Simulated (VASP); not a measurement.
Output of a VASP run:

OSZICAR:
```
       N       E                     dE             d eps       ncg     rms          rms(c)
DAV:   1     0.160640415191E+03    0.16064E+03   -0.96606E+03   812   0.145E+03
DAV:   2     0.396506244922E+01   -0.15668E+03   -0.15344E+03   890   0.356E+02
DAV:   3    -0.905422225664E+01   -0.13019E+02   -0.12809E+02  1042   0.105E+02
DAV:   4    -0.940485332902E+01   -0.35063E+00   -0.35032E+00   978   0.207E+01
DAV:   5    -0.941742325205E+01   -0.12570E-01   -0.12570E-01  1074   0.373E+00    0.418E+00
DAV:   6    -0.882062393157E+01    0.59680E+00   -0.19324E+00  1214   0.116E+01    0.291E+00
DAV:   7    -0.882266104517E+01   -0.20371E-02   -0.16127E-01   886   0.243E+00    0.177E+00
DAV:   8    -0.882564475084E+01   -0.29837E-02   -0.17895E-02   944   0.147E+00    0.364E-01
DAV:   9    -0.882499550391E+01    0.64925E-03   -0.36231E-03  1152   0.508E-01    0.113E-01
DAV:  10    -0.882522178362E+01   -0.22628E-03   -0.40198E-04   872   0.149E-01    0.772E-02
DAV:  11    -0.882522141769E+01    0.36593E-06   -0.26307E-05  1092   0.502E-02    0.793E-03
DAV:  12    -0.882522211553E+01   -0.69784E-06   -0.21425E-06   866   0.113E-02    0.625E-03
DAV:  13    -0.882522201599E+01    0.99532E-07   -0.40135E-07  1040   0.384E-03
   1 F= -.88252220E+01 E0= -.88252220E+01  d E =-.845103E-12
```

OUTCAR:
```
------------------------ aborting loop because EDIFF is reached ----------------------------------------
  FORCE on cell =-STRESS in cart. coord.  units (eV):
  Direction    XX          YY          ZZ          XY          YZ          ZX
  --------------------------------------------------------------------------------------
  Total       -0.5105101     -0.5105101     -0.5105101      0.0000000      0.0000000     -0.0000000
  in kB      -14.6858440    -14.6858440    -14.6858440      0.0000000      0.0000000     -0.0000000
  external PRESSURE =     -14.6858440 kB  Pullay stress =       0.0000000 kB
  volume of cell :       55.69
      direct lattice vectors                 reciprocal lattice vectors
     0.000000000  3.031065523  3.031065523    -0.164958493  0.164958493  0.164958493
     3.031065523  0.000000000  3.031065523     0.164958493 -0.164958493  0.164958493
     3.031065523  3.031065523  0.000000000     0.164958493  0.164958493 -0.164958493
  FREE ENERGIE OF THE ION-ELECTRON SYSTEM (eV)
  ---------------------------------------------------
  free  energy   TOTEN  =        -8.8252220160 eV

  energy  without entropy=       -8.8252220160  energy(sigma->0) =       -8.82522202
```
(Selected blocks of OUTCAR.)

**POSCAR**
```
PbS
1
    0.0000000000     3.0310655226     3.0310655226
    3.0310655226     0.0000000000     3.0310655226
    3.0310655226     3.0310655226     0.0000000000
Pb S
1 1
Direct
  0.0000000000   0.0000000000   0.0000000000
  0.5000000000   0.5000000000   0.5000000000
```

Question: Reconstruct the remaining input files.

Answer: This is not unique; one that fits is the input of the run itself, PW91 GGA, plane waves, VASP's PBE PAW potentials (set 64).

INCAR:
```
SYSTEM  =  PbS
PREC  =  Accurate; ENCUT  =  520; LREAL  =  F
LASPH  =  T
EDIFF  =  1E-7; NELM  =  100; ALGO  =  Normal
LMAXMIX  =  4
ISMEAR  =  0; SIGMA  =  0.05
GGA  =  91
ISIF  =  2
LWAVE  =  F; LCHARG  =  F
```

File KPOINTS:
```
Automatic mesh
0
Gamma
8 8 8
0 0 0
```

POTCAR, in this order: Pb_d S (PBE.64 set). Program: vasp_std.

The compound is PbS in the rock salt structure. This cell is one point of a volume scan, at 1.03 of the reference volume.
